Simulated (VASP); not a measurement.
Input:

```yaml
crystal:
  lattice:
    - [4.74508, 0.00000, 0.00000]
    - [0.00000, 4.74508, 0.00000]
    - [0.00000, 0.00000, 4.74508]
  atoms:
    - { symbol: Bi, position: [0.00000, 0.50000, 0.50000] }
    - { symbol: Bi, position: [0.50000, 0.00000, 0.50000] }
    - { symbol: Bi, position: [0.50000, 0.50000, 0.00000] }
    - { symbol: Au, position: [0.00000, 0.00000, 0.00000] }
```

Calculation: PBEsol GGA, VASP's PBE PAW potentials (set 64) (plane waves; VASP). Run with 400 eV cut-off, 7×7×7 Γ-centred mesh, tetrahedra with Blöchl corrections, potentials Bi_d Au.

The cores are frozen, which limits the accuracy of field gradients.

**Question.** Give the principal components of the electric field gradient (V/Å²) and the asymmetry η at each nucleus.

**Answer.** 
```json
[
 {"atom": "Bi1", "Vxx": "156.4", "Vyy": "156.4", "Vzz": "-312.8", "η": "0.00"},
 {"atom": "Bi2", "Vxx": "156.4", "Vyy": "156.4", "Vzz": "-312.8", "η": "0.00"},
 {"atom": "Bi3", "Vxx": "156.4", "Vyy": "156.4", "Vzz": "-312.8", "η": "0.00"},
 {"atom": "Au4", "Vxx": "0.0", "Vyy": "0.0", "Vzz": "0.0", "η": "-"}
]
```

The structure comes from a computed database's Bi3Au entry (Pm-3m); how it stands against other phases isn't given here. It was relaxed first.
